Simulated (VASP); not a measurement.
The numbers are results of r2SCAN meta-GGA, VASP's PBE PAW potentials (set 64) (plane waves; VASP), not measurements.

VASP ran on this input.

### INCAR
```
SYSTEM = V
PREC = Accurate
ENCUT = 480
EDIFF = 1E-7
NELM = 100
ALGO = Normal
LREAL = .FALSE.
LASPH = .TRUE.
ISMEAR = 1
SIGMA = 0.1
METAGGA = R2SCAN
LMIXTAU = .TRUE.
LMAXMIX = 4
LWAVE = .FALSE.
LCHARG = .FALSE.
ISIF = 2
```

**KPOINTS**
```
Automatic mesh
0
Gamma
16 16 16
0 0 0
```

POSCAR:
```
V
2.6136740
 -0.5811234926   0.5697289143   0.5811234926
  0.5811234926  -0.5697289143   0.5811234926
  0.5811234926   0.5697289143  -0.5811234926
V
1
Cart
  0.0000000000   0.0000000000   0.0000000000
```

POTCAR, in this order: V_sv (PBE.64 set). Program: vasp_std.

The run wrote:

### OSZICAR
```
       N       E                     dE             d eps       ncg     rms          rms(c)
DAV:   1     0.755607126175E+02    0.75561E+02   -0.71756E+03  6980   0.137E+03
DAV:   2    -0.174268092649E+02   -0.92988E+02   -0.91190E+02  7200   0.370E+02
DAV:   3    -0.189132414625E+02   -0.14864E+01   -0.14611E+01  7374   0.549E+01
DAV:   4    -0.189238061467E+02   -0.10565E-01   -0.10561E-01  7054   0.483E+00
DAV:   5    -0.189239306883E+02   -0.12454E-03   -0.12454E-03  7312   0.530E-01    0.221E+01
DAV:   6    -0.138159500352E+02    0.51080E+01   -0.14273E+01  7014   0.611E+01    0.375E+00
DAV:   7    -0.141340000303E+02   -0.31805E+00   -0.12351E+00  6980   0.163E+01    0.214E+00
DAV:   8    -0.141061184009E+02    0.27882E-01   -0.20077E-01  6998   0.667E+00    0.717E-01
DAV:   9    -0.141259148285E+02   -0.19796E-01   -0.26582E-02  6992   0.239E+00    0.888E-01
DAV:  10    -0.141168143404E+02    0.91005E-02   -0.33979E-02  6988   0.272E+00    0.119E-01
DAV:  11    -0.141188989844E+02   -0.20846E-02   -0.69623E-04  6992   0.414E-01    0.157E-01
DAV:  12    -0.141190087869E+02   -0.10980E-03   -0.83270E-04  7012   0.457E-01    0.423E-02
DAV:  13    -0.141187707397E+02    0.23805E-03   -0.89347E-05  7012   0.117E-01    0.130E-02
DAV:  14    -0.141187583692E+02    0.12370E-04   -0.51938E-06  7104   0.306E-02    0.263E-03
DAV:  15    -0.141187555794E+02    0.27899E-05   -0.49346E-07  6988   0.958E-03    0.594E-04
DAV:  16    -0.141187600741E+02   -0.44947E-05   -0.20291E-07  6874   0.585E-03    0.246E-04
DAV:  17    -0.141187585772E+02    0.14968E-05   -0.33907E-09  3500   0.851E-04    0.846E-05
DAV:  18    -0.141187589202E+02   -0.34292E-06   -0.27758E-10  3502   0.284E-04    0.625E-05
DAV:  19    -0.141187585719E+02    0.34824E-06   -0.16290E-10  3498   0.201E-04    0.574E-05
DAV:  20    -0.141187587295E+02   -0.15755E-06   -0.19104E-10  3496   0.195E-04    0.174E-05
DAV:  21    -0.141187587125E+02    0.16975E-07   -0.19151E-11  3496   0.803E-05
   1 F= -.14118759E+02 E0= -.14118611E+02  d E =-.443546E-03
```

### OUTCAR
```
------------------------ aborting loop because EDIFF is reached ----------------------------------------
  FORCE on cell =-STRESS in cart. coord.  units (eV):
  Direction    XX          YY          ZZ          XY          YZ          ZX
  --------------------------------------------------------------------------------------
  Total       -0.5563058     -0.3639224     -0.5563058     -0.0000000      0.0000000      0.0000000
  in kB      -64.8641595    -42.4326396    -64.8641595     -0.0000000      0.0000000      0.0000000
  external PRESSURE =     -57.3869862 kB  Pullay stress =       0.0000000 kB
  volume of cell :       13.74
      direct lattice vectors                 reciprocal lattice vectors
    -1.518867363  1.489085650  1.518867363     0.000000000  0.335776522  0.329192668
     1.518867363 -1.489085650  1.518867363     0.329192668  0.000000000  0.329192668
     1.518867363  1.489085650 -1.518867363     0.329192668  0.335776522  0.000000000
 POSITION                                       TOTAL-FORCE (eV/Angst)
 -----------------------------------------------------------------------------------
      0.00000      0.00000      0.00000        -0.000000      0.000000      0.000000
 -----------------------------------------------------------------------------------
    total drift:                                0.000000     -0.000000      0.000000
  FREE ENERGIE OF THE ION-ELECTRON SYSTEM (eV)
  ---------------------------------------------------
  free  energy   TOTEN  =       -14.1187587125 eV

  energy  without entropy=      -14.1183151669  energy(sigma->0) =      -14.11861086
```
(Selected blocks of OUTCAR.)

The compound is V in the bcc structure. This cell was strained or had an atom moved on purpose. The run is not spin-polarised, so no magnetic state was tried.
